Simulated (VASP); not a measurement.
Crystal: Ru.

```xyz
2
Lattice="2.6900 0.0000 0.0000 -1.3450 2.3296 0.0000 0.0000 0.0000 4.2500" Properties=species:S:1:pos:R:3 pbc="T T T"
Ru    0.0000    1.5531    1.0625
Ru    1.3450    0.7765    3.1875
```

The cell was built by a generator and needn't be a form met in nature.

- Program: VASP 6.6.1
- Task: relaxation of cell and atoms
- Functional: LDA
- Potentials or basis: VASP PAW LDA potentials, release 64 (Ru_pv)
- Cutoff: 600 eV
- k mesh: 18 × 18 × 10
- Occupations: methfessel-paxton, width 0.1 eV
- Spin: no spin polarisation

At the start: pressure -5.3 GPa; volume 13.32 Å³/atom.

Task: Where does the relaxation end?

Result: Over 6 steps the energy falls by 3.4 meV/atom and the volume is 13.12 Å³/atom (-1.5 %); space group P6_3/mmc (No. 194, to 0.05 Å).

The path:
| step | energy change (eV) | largest force (eV/Å) | pressure (GPa) | volume (Å³) |
| --- | --- | --- | --- | --- |
| 1 | 0.0000 | 0.0000 | -5.34 | 26.63 |
| 2 | 0.0721 | 0.0000 | 20.74 | 24.96 |
| 3 | -0.0067 | 0.0000 | -0.16 | 26.24 |
| 4 | -0.0067 | 0.0000 | 0.00 | 26.23 |
| 5 | -0.0067 | 0.0000 | 0.04 | 26.23 |
| 6 | -0.0067 | 0.0000 | 0.03 | 26.23 |

Final structure:
```cif
data_structure
_symmetry_space_group_name_H-M 'P 1'
_symmetry_Int_Tables_number 1
_cell_length_a 2.6757
_cell_length_b 2.6757
_cell_length_c 4.2309
_cell_angle_alpha 90.000
_cell_angle_beta 90.000
_cell_angle_gamma 120.000
_cell_volume 26.23
loop_
_atom_site_label
_atom_site_type_symbol
_atom_site_fract_x
_atom_site_fract_y
_atom_site_fract_z
_atom_site_occupancy
Ru1 Ru 0.33333 0.66667 0.25000 1
Ru2 Ru 0.66667 0.33333 0.75000 1
```
